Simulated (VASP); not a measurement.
**ZnCdS₂ (space group P-4m2): computed properties**

These are PBEsol GGA, VASP's PBE PAW potentials (set 64) (plane waves; VASP) values and carry that method's errors.

For ZnCdS₂, the space group is P-4m2 (115) and the cell comes out as a = b = 3.9248 Å, c = 5.6582 Å, α = β = γ = 90.00°. The volume per atom is 21.79 Å³/atom. The band gap (over mesh and band path) is 1.38 eV and the smallest direct gap (over mesh and band path) is 1.38 eV. The Hill bulk modulus is 70.5 GPa. The Hill shear modulus comes out as 24.2 GPa and the Poisson's ratio is 0.346. The band-edge character is direct, Γ to Γ. The density is 4.61 g/cm³, the optical Γ-point spectrum is 69 (×2), 182, 251 (×2), 263, 294 (×2), 308 cm⁻¹ and the C11 comes out as 109 GPa. The C12 is 38.5 GPa, the C13 is 61.5 GPa and the C33 is 93.5 GPa. The C44 comes out as 34.0 GPa. The C66 is 13.6 GPa.

Space group P-4m2 (No. 115); a = 3.925 Å, b = 3.925 Å, c = 5.658 Å, α = 90.00°, β = 90.00°, γ = 90.00°

```tsv
atom	site	symmetry	x	y	z
Zn	1d	-4m2	0.0000	0.0000	0.5000
Cd	1b	-4m2	0.5000	0.5000	0.0000
S	2g	2mm.	0.5000	0.0000	0.2760
```

The structure comes from a computed database's ZnCdS2 entry (P-4m2); how it stands against other phases isn't given here. It was relaxed first. Symmetry was kept, so distortions that lower it aren't found.
